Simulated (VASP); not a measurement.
Crystal: SnTe.

```
CELL_PARAMETERS angstrom
0.00000 3.15085 3.15085
3.15085 0.00000 3.15085
3.15085 3.15085 0.00000
ATOMIC_POSITIONS crystal
Sn 0.00000 0.00000 0.00000
Te 0.50000 0.50000 0.50000
```

| Quantity | Value |
| --- | --- |
| Program | VASP 6.6.1 |
| Task | relaxation of cell and atoms |
| Functional | LDA |
| Potentials or basis | VASP PAW LDA potentials, release 64 (Sn_d, Te) |
| Cutoff | 600 eV |
| k mesh | 10 × 10 × 10 |
| Occupations | gaussian, width 0.03 eV |
| Spin | no spin polarisation |

At the start: pressure -1.5 GPa; volume 31.28 Å³/atom.

Where does the relaxation end?

Over 3 steps the energy falls by 4.2 meV/atom and the volume is 30.36 Å³/atom (-2.9 %); space group Fm-3m (No. 225, to 0.05 Å).

The path:
```
step  energy change (eV)  largest force (eV/Å)  pressure (GPa)  volume (Å³)
   1              0.0000                0.0000           -1.45        62.56
   2             -0.0073                0.0000            0.58        60.03
   3             -0.0085                0.0000            0.00        60.72
```

Final structure:
```
Sn Te
1.0
     0.00000    3.11957    3.11957
     3.11957    0.00000    3.11957
     3.11957    3.11957    0.00000
Sn Te
1 1
Direct
  0.00000 0.00000 0.00000
  0.50000 0.50000 0.50000
```
